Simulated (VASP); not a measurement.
All values below come from PBE GGA, VASP's PBE PAW potentials (set 64) (plane waves; VASP 6.6.1).

VASP ran on this input.

**INCAR**
```
! general
SYSTEM  = Rb
PREC    = Accurate
ENCUT   = 480
LREAL   = .FALSE.
LASPH   = .TRUE.

! electronic loop
EDIFF   = 1E-7
NELM    = 100
ALGO    = Normal
LMAXMIX = 4

! smearing
ISMEAR  = 1
SIGMA   = 0.1

! functional
GGA     = PE

! ions
ISIF    = 2

! output
LWAVE   = .FALSE.
LCHARG  = .FALSE.
```

### POSCAR
```
Rb
1.0
 -2.8362085323   2.8362085323   2.8362085323
  2.8362085323  -2.8362085323   2.8362085323
  2.8362085323   2.8362085323  -2.8362085323
Rb
1
direct
  0.0000000000   0.0000000000   0.0000000000
```

File KPOINTS:
```
Automatic mesh
0
Gamma
8 8 8
0 0 0
```

POTCAR, in this order: Rb_sv (PBE.64 set). Program: vasp_std.

### Question
Predict the energy per atom (σ→0), band gap (on the k-mesh).

### Answer

```json
{
  "energy per atom (σ→0)": "-89.6 kJ/mol of atoms",
  "band gap (on the k-mesh)": "none (metal, semimetal or under 0.01 eV)"
}
```

File OSZICAR:
```
...
DAV:   5    -0.927909176645E+00   -0.36203E-03   -0.36203E-03   696   0.330E-01    0.122E+00
DAV:   6    -0.928487771759E+00   -0.57860E-03   -0.17816E-03   736   0.288E-01    0.734E-01
DAV:   7    -0.929409721136E+00   -0.92195E-03   -0.33159E-03   632   0.394E-01    0.452E-02
DAV:   8    -0.929524184231E+00   -0.11446E-03   -0.12464E-04   656   0.108E-01    0.161E-02
DAV:   9    -0.929532565831E+00   -0.83816E-05   -0.71499E-06   760   0.237E-02    0.449E-03
DAV:  10    -0.929532188205E+00    0.37763E-06   -0.28433E-06   720   0.110E-02    0.107E-03
DAV:  11    -0.929532212358E+00   -0.24153E-07   -0.62841E-08   544   0.203E-03
   1 F= -.92953221E+00 E0= -.92904718E+00  d E =-.145510E-02
```

The compound is Rb in the bcc structure. It was relaxed first.
